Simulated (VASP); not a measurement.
Output of a VASP run:

### OSZICAR
```
       N       E                     dE             d eps       ncg     rms          rms(c)
DAV:   1     0.203300069276E+03    0.20330E+03   -0.15941E+04  1002   0.155E+03
DAV:   2    -0.406800771191E+01   -0.20737E+03   -0.20221E+03  1137   0.387E+02
DAV:   3    -0.129864407764E+02   -0.89184E+01   -0.89016E+01  1072   0.892E+01
DAV:   4    -0.130306994686E+02   -0.44259E-01   -0.44251E-01  1115   0.633E+00
DAV:   5    -0.130308518505E+02   -0.15238E-03   -0.15238E-03  1072   0.331E-01    0.966E+00
DAV:   6    -0.115890270879E+02    0.14418E+01   -0.43027E+00  1282   0.417E+01    0.741E+00
DAV:   7    -0.116144867162E+02   -0.25460E-01   -0.72601E-01   990   0.886E+00    0.437E+00
DAV:   8    -0.116031459182E+02    0.11341E-01   -0.16590E-01  1067   0.410E+00    0.726E-01
DAV:   9    -0.115932010754E+02    0.99448E-02   -0.39911E-02  1256   0.254E+00    0.108E-01
DAV:  10    -0.115936843745E+02   -0.48330E-03   -0.35822E-03  1010   0.663E-01    0.994E-02
DAV:  11    -0.115937824954E+02   -0.98121E-04   -0.13606E-04  1095   0.158E-01    0.493E-02
DAV:  12    -0.115938120627E+02   -0.29567E-04   -0.12500E-04  1021   0.103E-01    0.159E-02
DAV:  13    -0.115938152728E+02   -0.32101E-05   -0.73374E-06  1076   0.302E-02    0.319E-03
DAV:  14    -0.115938156107E+02   -0.33790E-06   -0.76533E-07  1038   0.593E-03    0.194E-03
DAV:  15    -0.115938156062E+02    0.44988E-08   -0.12451E-07   769   0.325E-03
   1 F= -.11593816E+02 E0= -.11593816E+02  d E =0.000000E+00
```

OUTCAR:
```
------------------------ aborting loop because EDIFF is reached ----------------------------------------
  FORCE on cell =-STRESS in cart. coord.  units (eV):
  Direction    XX          YY          ZZ          XY          YZ          ZX
  --------------------------------------------------------------------------------------
  Total       -0.0354362     -0.0354362     -0.0354362      0.0000000     -0.0000000      0.0000000
  in kB       -1.4433995     -1.4433995     -1.4433995      0.0000000     -0.0000000      0.0000000
  external PRESSURE =      -1.4433995 kB  Pullay stress =       0.0000000 kB
  volume of cell :       39.33
      direct lattice vectors                 reciprocal lattice vectors
     0.000000000  2.699273733  2.699273733    -0.185235011  0.185235011  0.185235011
     2.699273733  0.000000000  2.699273733     0.185235011 -0.185235011  0.185235011
     2.699273733  2.699273733  0.000000000     0.185235011  0.185235011 -0.185235011
 POSITION                                       TOTAL-FORCE (eV/Angst)
 -----------------------------------------------------------------------------------
      0.00000      0.00000      0.00000        -0.000000      0.000000     -0.000000
      1.34964      1.34964      1.34964        -0.000000     -0.000000      0.000000
      4.04891      4.04891      4.04891         0.000000      0.000000     -0.000000
 -----------------------------------------------------------------------------------
    total drift:                                0.000000      0.000000      0.000000
  FREE ENERGIE OF THE ION-ELECTRON SYSTEM (eV)
  ---------------------------------------------------
  free  energy   TOTEN  =       -11.5938156062 eV

  energy  without entropy=      -11.5938156062  energy(sigma->0) =      -11.59381561

 total charge

# of ion       s       p       d       tot
------------------------------------------
    1        0.235   0.199   9.683  10.117
    2        1.737   4.322   0.000   6.059
    3        1.737   4.322   0.000   6.059
--------------------------------------------------
tot          3.709   8.843   9.683  22.236
```
(Selected blocks of OUTCAR.)

**POSCAR**
```
CdF2
1
   -0.0000000000     2.6992737331     2.6992737331
    2.6992737331    -0.0000000000     2.6992737331
    2.6992737331     2.6992737331     0.0000000000
Cd F
1 2
Direct
  1.0000000000   0.0000000000   0.0000000000
  0.2500000000   0.2500000000   0.2500000000
  0.7500000000   0.7500000000   0.7500000000
```

**Question.** Reconstruct the remaining input files.

**Answer.** This is not unique; one that fits is the input of the run itself, PBEsol GGA, plane waves, VASP's PBE PAW potentials (set 64).

**KPOINTS**
```
Automatic mesh
0
Gamma
8 8 8
0 0 0
```

**INCAR**
```
ALGO = Normal
EDIFF = 1E-7
ENCUT = 520
GGA = PS
ISIF = 2
ISMEAR = -5
LASPH = .True.
LCHARG = .True.
LMAXMIX = 4
LORBIT = 11
LREAL = .False.
LWAVE = .False.
NEDOS = 601
NELM = 100
PREC = Accurate
SYSTEM = CdF2
```

POTCAR, in this order: Cd F (PBE.64 set). Program: vasp_std.

The compound is CdF2 in the fluorite structure. It was relaxed first.
